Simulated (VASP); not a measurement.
Computed with PBE GGA, VASP's PBE PAW potentials (set 64) (plane waves; VASP).

The input files of a VASP run:

File KPOINTS:
```
Automatic mesh
0
Gamma
8 8 8
0 0 0
```

**POSCAR**
```
CuZn
1
    2.9500000000     0.0000000000     0.0000000000
    0.0000000000     2.9500000000     0.0000000000
    0.0000000000     0.0000000000     2.9500000000
Zn Cu
1 1
Direct
  0.5019850000   0.4989680000   0.4959160000
 -0.0019850000   0.0010320000   0.0040840000
```

**INCAR**
```
SYSTEM = CuZn
PREC = Accurate
ENCUT = 300
EDIFF = 1E-6
NELM = 100
ALGO = Normal
LREAL = .FALSE.
LASPH = .TRUE.
ISMEAR = 1
SIGMA = 0.136
GGA = PE
LMAXMIX = 4
LWAVE = .FALSE.
LCHARG = .FALSE.
ISIF = 2
IBRION = 2
NSW = 50
EDIFFG = -0.1
```

POTCAR, in this order: Zn Cu (PBE.64 set). Program: vasp_std.

Question: Predict the energy per atom (σ→0), band gap (on the k-mesh).

Answer: 
| Item | Result |
|---|---|
| energy per atom (σ→0) | -2.510 eV/atom |
| band gap (on the k-mesh) | none (metal, semimetal or under 0.01 eV) |

### OSZICAR
```
...
   1 F= -.50178557E+01 E0= -.50183112E+01  d E =-.501786E+01
       N       E                     dE             d eps       ncg     rms          rms(c)
DAV:   1    -0.501893691698E+01   -0.10811E-02   -0.44118E-01  7835   0.574E+00    0.333E-02
DAV:   2    -0.501918913766E+01   -0.25222E-03   -0.26642E-03 10511   0.830E-01    0.362E-02
DAV:   3    -0.501917691720E+01    0.12220E-04   -0.44926E-05 10294   0.154E-01    0.244E-02
DAV:   4    -0.501916552153E+01    0.11396E-04   -0.21371E-05 12169   0.733E-02    0.698E-03
DAV:   5    -0.501916478023E+01    0.74130E-06   -0.14281E-06  5503   0.185E-02
   2 F= -.50191648E+01 E0= -.50196168E+01  d E =-.130906E-02
```

The structure is a typed CuZn crystal. In the starting cell atoms are displaced from their ideal sites. This run relaxes the ions in a fixed cell. The run is one of a series of settings (EDIFFG = -0.1, IBRION = 2, NSW = 50 against the base run), some of them coarse on purpose. The electron count is odd and the run is not spin-polarised, which forces a metal.
